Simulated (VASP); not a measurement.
Crystal: Re.

```xyz
2
Lattice="2.7509 0.0000 0.0000 -1.3755 2.3823 0.0000 0.0000 0.0000 4.4430" Properties=species:S:1:pos:R:3 pbc="T T T"
Re    0.0000    1.5882    1.1108
Re    1.3755    0.7941    3.3323
```

Base run:

- Program: VASP 6.6.1
- Functional: PBEsol
- Potentials or basis: VASP PAW PBE potentials, release 64 (Re)
- Cutoff: 700 eV
- k mesh: 18 × 18 × 10
- Occupations: gaussian, width 0.1 eV
- Spin: no spin polarisation

Its results: band gap on the k mesh none (metal or under the smearing width); pressure 0.0 GPa.

Question: The run is repeated on the same cell with these changes: cutoff from 700 eV to 520 eV; occupations from gaussian, width 0.1 eV to gaussian, width 0.5 eV. What comes out?

Answer: Band gap on the k mesh none (metal or under the smearing width); pressure 0.5 GPa.

Caveats: the PAW data sets were made with another functional, which shifts forces and pressure a little.
